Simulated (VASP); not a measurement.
The system is Al2InN3.

```
Al In N
1.0
     5.21178   -2.26647    0.00000
     5.21178    2.26647    0.00000
    -0.07479    0.00000    3.46743
Al In N
2 1 3
Direct
  0.65669 0.65669 0.50719
  0.34331 0.34331 0.49281
  0.00000 0.00000 0.00000
  0.85976 0.85976 0.49067
  0.50000 0.50000 0.00000
  0.14024 0.14024 0.50933
```

The cell was built by a generator and needn't be a form met in nature.

- Program: VASP 6.6.1
- Task: relaxation of cell and atoms
- Functional: PBE
- Potentials or basis: VASP PAW PBE potentials, release 64 (Al, In_d, N)
- Cutoff: 520 eV
- k mesh: 4 × 4 × 4
- Occupations: gaussian, width 0.15 eV
- Spin: no spin polarisation

At the start: pressure -20.1 GPa; volume 13.65 Å³/atom.

Where does the relaxation end?

Over 14 steps the energy falls by 306.8 meV/atom and the volume is 11.38 Å³/atom (-16.6 %); space group C2/m (No. 12, to 0.05 Å).

Step by step:
```tsv
step	energy change (eV)	largest force (eV/Å)	pressure (GPa)	volume (Å³)
1	0.0000	3.0383	-20.06	81.92
2	-1.2170	2.5815	22.86	63.11
3	-1.6473	1.5006	2.55	68.42
4	-1.6483	1.4224	3.25	68.16
5	-1.8063	0.4380	0.01	69.01
6	-1.8071	0.4176	0.10	68.96
7	-1.8223	0.4353	-1.94	69.13
8	-1.8273	0.1686	-1.33	69.07
9	-1.8380	0.0936	0.34	68.29
10	-1.8385	0.0917	0.70	68.09
11	-1.8383	0.0942	1.08	68.00
12	-1.8384	0.0961	0.85	68.05
13	-1.8405	0.0839	0.07	68.35
14	-1.8407	0.0621	0.35	68.30
```

Final structure:
```
CELL_PARAMETERS angstrom
4.76346 -2.16720 0.00056
4.76346 2.16720 0.00056
-0.06800 0.00000 3.30792
ATOMIC_POSITIONS crystal
Al 0.64951 0.64951 0.50387
Al 0.35049 0.35049 0.49613
In 0.00000 0.00000 0.00000
N 0.84226 0.84226 0.49049
N 0.50000 0.50000 0.00000
N 0.15774 0.15774 0.50950
```

Caveat: the k mesh is coarse (spacing up to 0.45 Å⁻¹), so the values aren't converged; the volume moved by over 15 % at a fixed basis, so the end points are rough.
